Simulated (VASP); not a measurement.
Input:

```
BaBi3
1.0
    5.06603     0.00000     0.00000
    0.00000     5.06603     0.00000
    0.00000     0.00000     5.06603
Ba Bi
1 3
Cartesian
  0.00000   0.00000   0.00000
  0.00000   2.53302   2.53302
  2.53302   0.00000   2.53302
  2.53302   2.53302   0.00000
```

Method: PBEsol GGA with spin-orbit coupling, VASP's PBE PAW potentials (set 64) (plane waves; VASP). Settings: 400 eV cut-off, 6×6×6 Γ-centred mesh, Gaussian smearing of 0.050 eV, potentials Ba_sv Bi_d.

### Question
Give the energies of bands 49 to 62 at the high-symmetry points, in eV from the Fermi level.

### Answer

| band | Γ | X | M | R |
|---|---|---|---|---|
| 49 | -2.86 | -1.93 | -1.92 | -3.37 |
| 50 | -2.86 | -1.93 | -1.92 | -3.37 |
| 51 | 0.04 | -1.88 | -1.83 | -2.83 |
| 52 | 0.04 | -1.88 | -1.83 | -2.83 |
| 53 | 0.04 | -1.84 | -1.66 | 2.14 |
| 54 | 0.04 | -1.84 | -1.66 | 2.14 |
| 55 | 0.90 | -0.22 | -0.36 | 2.67 |
| 56 | 0.90 | -0.22 | -0.36 | 2.67 |
| 57 | 1.34 | -0.16 | -0.28 | 2.75 |
| 58 | 1.34 | -0.16 | -0.28 | 2.75 |
| 59 | 1.63 | 0.97 | 2.00 | 2.75 |
| 60 | 1.63 | 0.97 | 2.00 | 2.75 |
| 61 | 1.63 | 2.12 | 2.97 | 3.63 |
| 62 | 1.63 | 2.12 | 2.97 | 3.63 |

It has no gap at this level: it comes out as a metal or semimetal.

The structure comes from a computed database's BaBi3 entry (Pm-3m); how it stands against other phases isn't given here. It was relaxed first.
